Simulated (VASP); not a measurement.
Here is the system:

```yaml
crystal:
  lattice:
    - [0.00000, 2.24371, 2.24371]
    - [2.24371, 0.00000, 2.24371]
    - [2.24371, 2.24371, 0.00000]
  atoms:
    - { symbol: Ta, position: [0.00000, 0.00000, 0.00000] }
    - { symbol: C, position: [0.50000, 0.50000, 0.50000] }
```

Method: PBEsol GGA, VASP's PBE PAW potentials (set 64) (plane waves; VASP). Numerical set-up: 520 eV cut-off, 14×14×14 Γ-centred mesh, first-order Methfessel-Paxton smearing of 0.10 eV, potentials Ta_pv C.

### Question
The job: TaC (rock salt), 2 atoms, PBEsol, static run, 520 eV, 14×14×14 Γ-centred mesh. Roughly how much core time does it take on a busy server core?

### Answer
About 40 core-seconds (one run on a shared machine, a rough figure). It had 104 irreducible k-points, 11 bands, up to 620 plane waves and 14 electronic steps.

The compound is TaC in the rock salt structure. This cell is one point of a volume scan, at 1.03 of the reference volume.
